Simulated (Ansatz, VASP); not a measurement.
**Two plane-wave programs on KBe2**

```xyz
6
Lattice="0.0000 3.8506 3.8506 3.8506 0.0000 3.8506 3.8506 3.8506 0.0000" Properties=species:S:1:pos:R:3 pbc="T T T"
K     0.0000    0.0000    0.0000
K     1.9253    1.9253    1.9253
Be    4.8133    4.8133    4.8133
Be    4.8133    2.8880    2.8880
Be    2.8880    2.8880    4.8133
Be    2.8880    4.8133    2.8880
```

Alike in both runs: functional PBE; k mesh 10 × 10 × 10; occupations gaussian, width 0.1 eV; no spin polarisation.

Ansatz relaxed the structure, and its values are those at the end. VASP's run is a single point on that final structure, the one shown.

|  | VASP | Ansatz |
| --- | --- | --- |
| version | VASP 6.6.1 | Ansatz 0.2.0 |
| potentials or method | VASP PAW PBE potentials, release 64 (K_sv, Be) | scalar-relativistic, plane waves, PAW |
| plane-wave cutoff (eV) | 520 | 420 |
| valence electrons in the cell | 26 | 26 |

VASP gave:

- gap on the k mesh at the Fermi level (eV): none
- pressure (GPa): 0.1

Task: Which values does Ansatz return?

Result: gap on the k mesh at the Fermi level (eV): none; pressure (GPa): 0.0.

A gap of «none» marks a metal or a gap that the smearing closes. With one functional, cell and mesh, what is left measures potentials, basis and numerics.
